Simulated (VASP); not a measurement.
An input for Ansatz (written as the equivalent of a VASP run, and not itself run):

Ansatz 0.2 input:
```yaml
crystal:
  lattice:
    - [3.1842200, 0.0000000, 0.0000000]
    - [-1.5921100, 2.7576150, 0.0000000]
    - [0.0000000, 0.0000000, 12.9782800]
  atoms:
    - { symbol: W, position: [0.3314540, 0.6629720, 0.2488410] }
    - { symbol: W, position: [0.6692910, 0.3388330, 0.7505910] }
    - { symbol: S, position: [0.3361070, 0.6678340, 0.6318710] }
    - { symbol: S, position: [0.6705490, 0.3375540, 0.3692900] }
    - { symbol: S, position: [0.6643890, 0.3291880, 0.1289630] }
    - { symbol: S, position: [0.3282100, 0.6636190, 0.8704440] }
kpoints:
  mp_grid: { grid: [6, 6, 2] }
hamiltonian:
  xc: pbe
  pseudopotentials: { kind: paw }
scf:
  occupations: { method: gaussian, width: 0.01 }
  max_iter: 100
output: { forces: true, stress: true, eigenvalues: true }
```

Translate this input to VASP (INCAR, KPOINTS, POSCAR, choice of POTCAR).

This is not unique; one that fits is 
**INCAR**
```
ALGO = Normal
EDIFF = 1E-6
ENCUT = 300
GGA = PE
ISIF = 2
ISMEAR = 0
LASPH = .True.
LCHARG = .False.
LMAXMIX = 6
LREAL = .False.
LWAVE = .False.
NELM = 100
PREC = Accurate
SIGMA = 0.01
SYSTEM = WS2
```

**POSCAR**
```
WS2
1
    3.1842200000     0.0000000000     0.0000000000
   -1.5921100000     2.7576150000     0.0000000000
    0.0000000000     0.0000000000    12.9782800000
W S
2 4
Direct
  0.3314540000   0.6629720000   0.2488410000
  0.6692910000   0.3388330000   0.7505910000
  0.3361070000   0.6678340000   0.6318710000
  0.6705490000   0.3375540000   0.3692900000
  0.6643890000   0.3291880000   0.1289630000
  0.3282100000   0.6636190000   0.8704440000
```

File KPOINTS:
```
Automatic mesh
0
Gamma
6 6 2
0 0 0
```

POTCAR, in this order: W_sv S (PBE.64 set). Program: vasp_std.

Limits of the translation: each code has its own PAW files, so the cut-off isn't converted (ENCUT is set for VASP's; basis.ecutwfc is left out, and Ansatz then takes the one that its files recommend); Ansatz stops its SCF on the density residual and VASP on the energy change (EDIFF).

The structure comes from a computed database's WS2 entry; how it stands against other phases isn't given here. The cell was not relaxed at this level, atoms are displaced from their ideal sites.
